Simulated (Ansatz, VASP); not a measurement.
SbW2 in VASP and in Ansatz

Contents of INCAR:

```
SYSTEM = SbW2
ALGO = Normal
EDIFF = 1E-6
EDIFFG = -0.01
ENCUT = 600
GGA = PE
IBRION = 2
ISIF = 3
ISMEAR = 0
LASPH = .True.
LCHARG = .False.
LREAL = .False.
LWAVE = .False.
NELM = 60
NSW = 100
PREC = Accurate
SIGMA = 0.1
```

Contents of KPOINTS:

```
k-points
0
Gamma
  12 12 12
  0 0 0
```

The input POSCAR:

```
SbW2
1.0
    0.0000000000      3.1315923174      3.1315923174
    3.1315923174      0.0000000000      3.1315923174
    3.1315923174      3.1315923174      0.0000000000
Sb W
1 2
Direct
    0.5000000000      0.5000000000      0.5000000000
    0.2500000000      0.2500000000      0.2500000000
    0.7500000000      0.7500000000      0.7500000000
```

Input for Ansatz:

```yaml
crystal:
  lattice:
    - [0.0, 3.1315923174, 3.1315923174]
    - [3.1315923174, 0.0, 3.1315923174]
    - [3.1315923174, 3.1315923174, 0.0]
  atoms:
    - { symbol: Sb, position: [0.5, 0.5, 0.5] }
    - { symbol: W, position: [0.25, 0.25, 0.25] }
    - { symbol: W, position: [0.75, 0.75, 0.75] }
basis:
  ecutwfc: 420
kpoints:
  mp_grid: { grid: [12, 12, 12] }
hamiltonian:
  xc: pbe
scf:
  occupations: { method: gaussian, width: 0.1 }
output:
  forces: true
  stress: true
  eigenvalues: true
relax:
  adjacent_minimum: "off"
  f_tol: 0.01
  max_steps: 80
  cell: { stress_tol: 0.05 }
```

Alike in both runs: task relaxation of cell and atoms; functional PBE; k mesh 12 × 12 × 12; occupations gaussian, width 0.1 eV; no spin polarisation.

```csv
,VASP,Ansatz
version,VASP 6.6.1,Ansatz 0.2.0
potentials or method,"VASP PAW PBE potentials, release 64 (Sb, W_sv)","scalar-relativistic, plane waves, PAW"
plane-wave cutoff (eV),600,420
valence electrons in the cell,33,43
```

|  | VASP | Ansatz | Ansatz less VASP |
| --- | --- | --- | --- |
| gap on the k mesh at the Fermi level, each at its own relaxed structure (eV) | none | none | - |
| relaxed volume (Å³/atom) | 20.53 | 20.50 | -0.024 |
| relaxed cell length with the largest relative difference (Å) | 4.433 | 4.431 | -0.0018 |

A gap of «none» marks a metal or a gap that the smearing closes. The two sets of potentials don't hold the same shells in valence.

Caveats: the bands computed are all filled at some k points, so no gap is given. Spin-orbit coupling is left out, which matters for the levels of Sb, W.
